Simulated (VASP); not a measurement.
# MgO (Fm-3m) in VASP: notebook, part 2 of 2

VASP 6.6.1. The steps go on from the part before.

**4. Band structure, TB-mBJ**

Input file POSCAR:

```
MgO                                     
1.0
    0.0000000000      2.1224813280      2.1224813280
    2.1224813280      0.0000000000      2.1224813280
    2.1224813280      2.1224813280      0.0000000000
  Mg              O             
     1     1
Direct
     0.0000000000000000    0.0000000000000000    0.0000000000000000
     0.5000000000000000    0.5000000000000000    0.5000000000000000
```

Input file INCAR.step1:

```
PREC = Accurate ; ENCUT = 520
EDIFF = 1E-5 ; ISMEAR = 0
SIGMA = 0.03 ; LREAL = F
LASPH = T ; NELM = 80
ALGO = Normal ; ISIF = 2
LWAVE = T ; LCHARG = F
NBANDS = 11 ; GGA = PE
```

Input file INCAR.step2:

```
PREC = Accurate ; ENCUT = 520
EDIFF = 1E-7 ; ISMEAR = 0
SIGMA = 0.03 ; LREAL = F
LASPH = T ; NELM = 80
ALGO = Normal ; ISIF = 2
LWAVE = F ; LCHARG = F
METAGGA = MBJ ; NBANDS = 11
ISTART = 1
```

Input file KPOINTS:

```
Automatic mesh
0
Gamma
  12 12 12
```

Input file KPOINTS_OPT:

```
explicit points
109
Reciprocal
 0.0000000000  0.0000000000  0.0000000000 1
 0.0555555556  0.0000000000  0.0555555556 1
 0.1111111111  0.0000000000  0.1111111111 1
 0.1666666667  0.0000000000  0.1666666667 1
 0.2222222222  0.0000000000  0.2222222222 1
 0.2777777778  0.0000000000  0.2777777778 1
 0.3333333333  0.0000000000  0.3333333333 1
 0.3888888889  0.0000000000  0.3888888889 1
 0.4444444444  0.0000000000  0.4444444444 1
 0.5000000000  0.0000000000  0.5000000000 1
 0.5000000000  0.0000000000  0.5000000000 1
 0.5000000000  0.0277777778  0.5277777778 1
 0.5000000000  0.0555555556  0.5555555556 1
 0.5000000000  0.0833333333  0.5833333333 1
 0.5000000000  0.1111111111  0.6111111111 1
 0.5000000000  0.1388888889  0.6388888889 1
 0.5000000000  0.1666666667  0.6666666667 1
 0.5000000000  0.1944444444  0.6944444444 1
 0.5000000000  0.2222222222  0.7222222222 1
 0.5000000000  0.2500000000  0.7500000000 1
 0.5000000000  0.2500000000  0.7500000000 1
 0.4861111111  0.2638888889  0.7500000000 1
 0.4722222222  0.2777777778  0.7500000000 1
 0.4583333333  0.2916666667  0.7500000000 1
 0.4444444444  0.3055555556  0.7500000000 1
 0.4305555556  0.3194444444  0.7500000000 1
 0.4166666667  0.3333333333  0.7500000000 1
 0.4027777778  0.3472222222  0.7500000000 1
 0.3888888889  0.3611111111  0.7500000000 1
 0.3750000000  0.3750000000  0.7500000000 1
 0.3750000000  0.3750000000  0.7500000000 1
 0.3333333333  0.3333333333  0.6666666667 1
 0.2916666667  0.2916666667  0.5833333333 1
 0.2500000000  0.2500000000  0.5000000000 1
 0.2083333333  0.2083333333  0.4166666667 1
 0.1666666667  0.1666666667  0.3333333333 1
 0.1250000000  0.1250000000  0.2500000000 1
 0.0833333333  0.0833333333  0.1666666667 1
 0.0416666667  0.0416666667  0.0833333333 1
 0.0000000000  0.0000000000  0.0000000000 1
 0.0000000000  0.0000000000  0.0000000000 1
 0.0555555556  0.0555555556  0.0555555556 1
 0.1111111111  0.1111111111  0.1111111111 1
 0.1666666667  0.1666666667  0.1666666667 1
 0.2222222222  0.2222222222  0.2222222222 1
 0.2777777778  0.2777777778  0.2777777778 1
 0.3333333333  0.3333333333  0.3333333333 1
 0.3888888889  0.3888888889  0.3888888889 1
 0.4444444444  0.4444444444  0.4444444444 1
 0.5000000000  0.5000000000  0.5000000000 1
 0.5000000000  0.5000000000  0.5000000000 1
 0.5138888889  0.4722222222  0.5138888889 1
 0.5277777778  0.4444444444  0.5277777778 1
 0.5416666667  0.4166666667  0.5416666667 1
 0.5555555556  0.3888888889  0.5555555556 1
 0.5694444444  0.3611111111  0.5694444444 1
 0.5833333333  0.3333333333  0.5833333333 1
 0.5972222222  0.3055555556  0.5972222222 1
 0.6111111111  0.2777777778  0.6111111111 1
 0.6250000000  0.2500000000  0.6250000000 1
 0.6250000000  0.2500000000  0.6250000000 1
 0.6111111111  0.2500000000  0.6388888889 1
 0.5972222222  0.2500000000  0.6527777778 1
 0.5833333333  0.2500000000  0.6666666667 1
 0.5694444444  0.2500000000  0.6805555556 1
 0.5555555556  0.2500000000  0.6944444444 1
 0.5416666667  0.2500000000  0.7083333333 1
 0.5277777778  0.2500000000  0.7222222222 1
 0.5138888889  0.2500000000  0.7361111111 1
 0.5000000000  0.2500000000  0.7500000000 1
 0.5000000000  0.2500000000  0.7500000000 1
 0.5000000000  0.2777777778  0.7222222222 1
 0.5000000000  0.3055555556  0.6944444444 1
 0.5000000000  0.3333333333  0.6666666667 1
 0.5000000000  0.3611111111  0.6388888889 1
 0.5000000000  0.3888888889  0.6111111111 1
 0.5000000000  0.4166666667  0.5833333333 1
 0.5000000000  0.4444444444  0.5555555556 1
 0.5000000000  0.4722222222  0.5277777778 1
 0.5000000000  0.5000000000  0.5000000000 1
 0.5000000000  0.5000000000  0.5000000000 1
 0.4861111111  0.4861111111  0.5277777778 1
 0.4722222222  0.4722222222  0.5555555556 1
 0.4583333333  0.4583333333  0.5833333333 1
 0.4444444444  0.4444444444  0.6111111111 1
 0.4305555556  0.4305555556  0.6388888889 1
 0.4166666667  0.4166666667  0.6666666667 1
 0.4027777778  0.4027777778  0.6944444444 1
 0.3888888889  0.3888888889  0.7222222222 1
 0.3750000000  0.3750000000  0.7500000000 1
 0.6250000000  0.2500000000  0.6250000000 1
 0.6111111111  0.2222222222  0.6111111111 1
 0.5972222222  0.1944444444  0.5972222222 1
 0.5833333333  0.1666666667  0.5833333333 1
 0.5694444444  0.1388888889  0.5694444444 1
 0.5555555556  0.1111111111  0.5555555556 1
 0.5416666667  0.0833333333  0.5416666667 1
 0.5277777778  0.0555555556  0.5277777778 1
 0.5138888889  0.0277777778  0.5138888889 1
 0.5000000000  0.0000000000  0.5000000000 1
 0.0000000000  0.0000000000  0.0000000000 1
 0.3750000000  0.3750000000  0.7500000000 1
 0.5000000000  0.5000000000  0.5000000000 1
 0.6250000000  0.2500000000  0.6250000000 1
 0.5000000000  0.2500000000  0.7500000000 1
 0.5000000000  0.0000000000  0.5000000000 1
 0.4000000000  0.0000000000  0.4000000000 1
 0.4250000000  0.0000000000  0.4250000000 1
 0.4500000000  0.0000000000  0.4500000000 1
```

Started as:

```bash
cat potpaw_PBE.64/Mg/POTCAR potpaw_PBE.64/O/POTCAR > POTCAR
cp INCAR.step1 INCAR
mpirun -np 1 vasp_std > vasp.out
cp INCAR.step2 INCAR
mpirun -np 1 vasp_std > vasp.out
```

Wall time 41 s (1 thread of Intel Xeon 6975P-C (Granite Rapids), shared host); peak memory 0.16 GiB.

It converged, with:

| Quantity | Value |
| --- | --- |
| Band gap on the k mesh | 6.53 eV, direct |
| Band gap along the path | 6.53 eV, direct |

Levels at the corners of the path, in eV from the valence-band top:
```csv
point,band 1,band 2,band 3,band 4,band 5,band 6,band 7,band 8
Γ,-18.12,0.00,0.00,0.00,6.53,17.72,17.72,17.72
X,-16.99,-3.42,-1.16,-1.16,11.43,12.00,15.25,21.38
X,-16.99,-3.42,-1.16,-1.16,11.43,12.00,15.25,21.38
W,-16.95,-2.45,-2.45,-1.48,13.74,13.74,14.17,17.44
W,-16.95,-2.45,-2.45,-1.48,13.74,13.74,14.17,17.44
K,-16.98,-2.91,-2.24,-0.99,12.23,13.78,14.64,20.27
K,-16.98,-2.91,-2.24,-0.99,12.23,13.78,14.64,20.27
Γ,-18.12,0.00,0.00,0.00,6.53,17.72,17.72,17.72
Γ,-18.12,0.00,0.00,0.00,6.53,17.72,17.72,17.72
L,-17.18,-3.86,-0.56,-0.56,9.94,14.69,18.14,18.14
L,-17.18,-3.86,-0.56,-0.56,9.94,14.69,18.14,18.14
U,-16.98,-2.91,-2.24,-0.99,12.23,13.78,14.64,20.27
U,-16.98,-2.91,-2.24,-0.99,12.23,13.78,14.64,20.27
W,-16.95,-2.45,-2.45,-1.48,13.74,13.74,14.17,17.44
W,-16.95,-2.45,-2.45,-1.48,13.74,13.74,14.17,17.44
L,-17.18,-3.86,-0.56,-0.56,9.94,14.69,18.14,18.14
L,-17.18,-3.86,-0.56,-0.56,9.94,14.69,18.14,18.14
K,-16.98,-2.91,-2.24,-0.99,12.23,13.78,14.64,20.27
U,-16.98,-2.91,-2.24,-0.99,12.23,13.78,14.64,20.27
X,-16.99,-3.42,-1.16,-1.16,11.43,12.00,15.25,21.38
```

Caveat: the PAW data sets were made with another functional, which shifts forces and pressure a little.

**5. Band structure, LDA**

Input file INCAR:

```
PREC = Accurate ; ENCUT = 520
EDIFF = 1E-7 ; ISMEAR = 0
SIGMA = 0.03 ; LREAL = F
LASPH = T ; NELM = 80
ALGO = Fast ; ISIF = 2
LWAVE = F ; LCHARG = F
NBANDS = 11
```

KPOINTS is that of step 4.

POSCAR is that of step 4.

KPOINTS_OPT is that of step 4.

Potentials or basis: VASP PAW LDA potentials, release 64 (Mg, O).

Started as:

```bash
cat potpaw_LDA.64/Mg/POTCAR potpaw_LDA.64/O/POTCAR > POTCAR
mpirun -np 1 vasp_std > vasp.out
```

It took 8.6 s on 1 thread of Intel Xeon 6975P-C (Granite Rapids), shared host; peak memory 0.14 GiB.

It converged, with:

```
Free energy             : -13.3995 eV
Pressure                : -11.0 GPa
Band gap on the k mesh  : 4.43 eV, direct
Band gap along the path : 4.43 eV, direct
```

Levels at the corners of the path, in eV from the valence-band top:
```tsv
point	band 1	band 2	band 3	band 4	band 5	band 6	band 7	band 8
Γ	-16.88	0.00	0.00	0.00	4.43	15.40	15.40	15.40
X	-15.33	-4.06	-1.34	-1.34	8.87	9.45	12.65	18.29
X	-15.33	-4.06	-1.34	-1.34	8.87	9.45	12.65	18.29
W	-15.27	-2.94	-2.94	-1.77	11.29	11.29	11.60	14.95
W	-15.27	-2.94	-2.94	-1.77	11.29	11.29	11.60	14.95
K	-15.31	-3.47	-2.70	-1.13	9.76	11.25	12.12	17.47
K	-15.31	-3.47	-2.70	-1.13	9.76	11.25	12.12	17.47
Γ	-16.88	0.00	0.00	0.00	4.43	15.40	15.40	15.40
Γ	-16.88	0.00	0.00	0.00	4.43	15.40	15.40	15.40
L	-15.59	-4.60	-0.64	-0.64	7.59	12.14	15.76	15.76
L	-15.59	-4.60	-0.64	-0.64	7.59	12.14	15.76	15.76
U	-15.31	-3.47	-2.70	-1.13	9.76	11.25	12.12	17.47
U	-15.31	-3.47	-2.70	-1.13	9.76	11.25	12.12	17.47
W	-15.27	-2.94	-2.94	-1.77	11.29	11.29	11.60	14.95
W	-15.27	-2.94	-2.94	-1.77	11.29	11.29	11.60	14.95
L	-15.59	-4.60	-0.64	-0.64	7.59	12.14	15.76	15.76
L	-15.59	-4.60	-0.64	-0.64	7.59	12.14	15.76	15.76
K	-15.31	-3.47	-2.70	-1.13	9.76	11.25	12.12	17.47
U	-15.31	-3.47	-2.70	-1.13	9.76	11.25	12.12	17.47
X	-15.33	-4.06	-1.34	-1.34	8.87	9.45	12.65	18.29
```

**6. The runs side by side**

```csv
level,potentials or basis,gap on the mesh (eV),pressure (GPa)
PBE,"VASP PAW PBE potentials, release 64 (Mg, O)",4.50,0.2
r2SCAN,"VASP PAW PBE potentials, release 64 (Mg, O)",5.37,-5.7
TB-mBJ,"VASP PAW PBE potentials, release 64 (Mg, O)",6.53,-
LDA,"VASP PAW LDA potentials, release 64 (Mg, O)",4.43,-11.0
```

Alike in all rows: task band structure; no spin polarisation; cell as given; k mesh 12 × 12 × 12; cutoff (eV) 520; smearing gaussian 0.03 eV.

Caveats: the PAW data sets were made with another functional, which shifts forces and pressure a little (some runs).

Total energies depend on the potentials used, so only differences within one code and one set of settings carry meaning.

**7. Against experiment**

Step 2. Against the measured gap of MgO, 7.83 eV (quoted in “Electronic structure of alkaline earth and post-transition metal oxides”, 2009, arxiv:0908.1581), the calculated 4.50 eV is off by -3.33 eV. The value is that of PBE, without temperature or zero-point motion. Semilocal functionals fall short of measured gaps as a rule.

Step 3. Measured gap of MgO: 7.83 eV (quoted in “Electronic structure of alkaline earth and post-transition metal oxides”, 2009, arxiv:0908.1581). This calculation gives 5.37 eV (-2.46 eV). The value is that of r2SCAN, without temperature or zero-point motion.

Step 4. Measured gap of MgO: 7.83 eV (quoted in “Electronic structure of alkaline earth and post-transition metal oxides”, 2009, arxiv:0908.1581). This calculation gives 6.53 eV (-1.30 eV). The value is that of TB-mBJ, without temperature or zero-point motion.

Step 5. Measured gap of MgO: 7.83 eV (quoted in “Electronic structure of alkaline earth and post-transition metal oxides”, 2009, arxiv:0908.1581). This calculation gives 4.43 eV (-3.40 eV). The value is that of LDA, without temperature or zero-point motion. Semilocal functionals fall short of measured gaps as a rule.
